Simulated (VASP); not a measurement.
Given:

```yaml
crystal:
  lattice:
    - [-1.52215, 1.52215, 1.52215]
    - [1.52215, -1.52215, 1.52215]
    - [1.52215, 1.52215, -1.52215]
  atoms:
    - { symbol: Tc, position: [0.00000, 0.00000, 0.00000] }
```

Computed with PBEsol GGA, VASP's PBE PAW potentials (set 64) (plane waves; VASP 6.6.1). Run with 400 eV cut-off, Gaussian smearing of 0.050 eV, potentials Tc_pv.

Task: Give the energies of bands 4 to 9 at the high-symmetry points, in eV from the Fermi level.

Result: 
```csv
band,Γ,H,N,P
4,-8.10,-6.47,-6.31,-3.60
5,-2.46,-6.47,-4.47,-3.60
6,-2.46,2.84,0.57,-3.60
7,-2.46,2.84,1.15,1.26
8,0.55,2.84,1.25,1.26
9,0.55,9.24,3.57,9.78
```

It has no gap at this level: it comes out as a metal or semimetal.

The structure was generated: Tc was put into the bcc type (Im-3m), which need not be its known phase. It was relaxed first.
